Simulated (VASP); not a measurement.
These are PBEsol GGA, VASP's PBE PAW potentials (set 64) (plane waves; VASP) values and carry that method's errors.

The input files of a VASP run:

**INCAR**
```
# general
SYSTEM  = AlIn3As4
PREC    = Accurate
ENCUT   = 400   # plane-wave cut-off (eV)
LREAL   = F   # projection in real space or not
LASPH   = T   # aspherical one-centre terms
ICHARG  = 11   # fixed density

# electronic loop
EDIFF   = 1E-7   # SCF stop (eV)
NELM    = 100
ALGO    = Normal   # blocked Davidson
LMAXMIX = 4

# smearing
ISMEAR  = 0
SIGMA   = 0.05   # width (eV)

# functional
GGA     = PS   # PBEsol

# output
LWAVE   = F
LCHARG  = F
LORBIT  = 11
```

### POSCAR
```
AlIn3As4
11.9689780
 -0.0000080840   0.4999999911   0.4999048653
  0.4999999911  -0.0000080840   0.4999048653
  0.2499959535   0.2499959535   0.0000000000
In As Al
3 4 1
Direct
  0.9990583833   0.9990583833   0.0018832334
  0.9986721051   0.5015361141   0.9997917808
  0.5015361141   0.9986721051   0.9997917808
  0.1250122673   0.1250122673   0.2499754654
  0.1406607530   0.6197965040   0.2395427430
  0.6197965040   0.1406607530   0.2395427430
  0.6149321701   0.6149321701   0.2701356599
  0.5003317032   0.5003317032   0.9993365936
```

KPOINTS:
```
k-points along high-symmetry lines
8
Line-mode
Reciprocal
  0.000000   0.000000   0.000000 ! GAMMA
 -0.500000  -0.500000   0.000000 ! Y

 -0.500000  -0.500000   0.000000 ! Y
 -0.625000  -0.375000   0.000000 ! C_0

 -0.375000   0.375000   0.000000 ! SIGMA_0
  0.000000   0.000000   0.000000 ! GAMMA

  0.000000   0.000000   0.000000 ! GAMMA
  0.500000   0.500000   0.500000 ! Z

  0.500000   0.500000   0.500000 ! Z
  0.125000   0.875000   0.500000 ! A_0

 -0.125000   0.125000   0.500000 ! E_0
  0.000000   0.000000   0.500000 ! T

  0.000000   0.000000   0.500000 ! T
 -0.500000  -0.500000   0.000000 ! Y

  0.000000   0.000000   0.000000 ! GAMMA
 -0.500000   0.000000   0.000000 ! S

 -0.500000   0.000000   0.000000 ! S
  0.000000   0.500000   0.500000 ! R

  0.000000   0.500000   0.500000 ! R
  0.500000   0.500000   0.500000 ! Z

  0.500000   0.500000   0.500000 ! Z
  0.000000   0.000000   0.500000 ! T
```

POTCAR, in this order: In_d As Al (PBE.64 set). Program: vasp_std. Read from the step before: CHGCAR.

### Question
What will the output report for the number of irreducible k-points (NKPTS), number of bands (NBANDS), largest plane-wave count, number of space-group operations, FFT grid (NGX, NGY, NGZ)?

### Answer

```json
{
  "number of irreducible k-points (NKPTS)": "88",
  "number of bands (NBANDS)": "37",
  "largest_plane_wave_count": "3920",
  "number_of_space_group_operations": "4",
  "FFT grid (NGX, NGY, NGZ)": "56 × 56 × 28"
}
```

The structure was generated: AlIn3As4 was put into an ordered model structure (Amm2), which need not be its known phase. It was relaxed first.
